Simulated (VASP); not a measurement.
Be3CdSe4:

```xyz
8
Lattice="3.7700 0.0000 0.0000 0.0000 3.7700 0.0000 0.0000 0.0000 10.6600" Properties=species:S:1:pos:R:3 pbc="T T T"
Be    1.8850    1.8850    2.7716
Be    1.8850    1.8850    7.8884
Be    0.0000    0.0000    5.3300
Cd    0.0000    0.0000    0.0000
Se    1.8850    0.0000    4.0508
Se    0.0000    1.8850    6.6092
Se    1.8850    0.0000    9.1676
Se    0.0000    1.8850    1.4924
```

The cell was built by a generator and needn't be a form met in nature.

```yaml
Program: VASP 6.6.1
Task: relaxation of cell and atoms
Functional: PBE
Potentials_or_basis: VASP PAW PBE potentials, release 64 (Be, Cd, Se)
Cutoff: 520 eV
k_mesh: 4 × 4 × 2
Occupations: gaussian, width 0.15 eV
Spin: no spin polarisation
```

At the start: pressure 7.3 GPa; volume 18.94 Å³/atom.

Question: Where does the relaxation end?

Answer: Over 9 steps the energy falls by 118.6 meV/atom and the volume is 20.03 Å³/atom (+5.8 %); space group P-4m2 (No. 115, to 0.05 Å).

The path:
| step | energy change (eV) | largest force (eV/Å) | pressure (GPa) | volume (Å³) |
| --- | --- | --- | --- | --- |
| 1 | 0.0000 | 3.0900 | 7.25 | 151.51 |
| 2 | -0.6777 | 0.5389 | -3.17 | 171.09 |
| 3 | -0.6993 | 0.7769 | -1.97 | 167.76 |
| 4 | -0.8195 | 0.5187 | -0.74 | 163.76 |
| 5 | -0.8617 | 0.5980 | 1.09 | 158.41 |
| 6 | -0.8653 | 0.5789 | 0.69 | 159.51 |
| 7 | -0.9143 | 0.3328 | 0.30 | 160.24 |
| 8 | -0.9426 | 0.2249 | -0.28 | 161.38 |
| 9 | -0.9488 | 0.0266 | 0.22 | 160.26 |

Final structure:
```
Be Cd Se
1.0
     3.79183    0.00000    0.00000
     0.00000    3.79183    0.00000
     0.00000    0.00000   11.14622
Be Cd Se
3 1 4
Direct
  0.50000 0.50000 0.27404
  0.50000 0.50000 0.72596
  0.00000 0.00000 0.50000
  0.00000 0.00000 0.00000
  0.50000 0.00000 0.38717
  0.00000 0.50000 0.61283
  0.50000 0.00000 0.83567
  0.00000 0.50000 0.16433
```
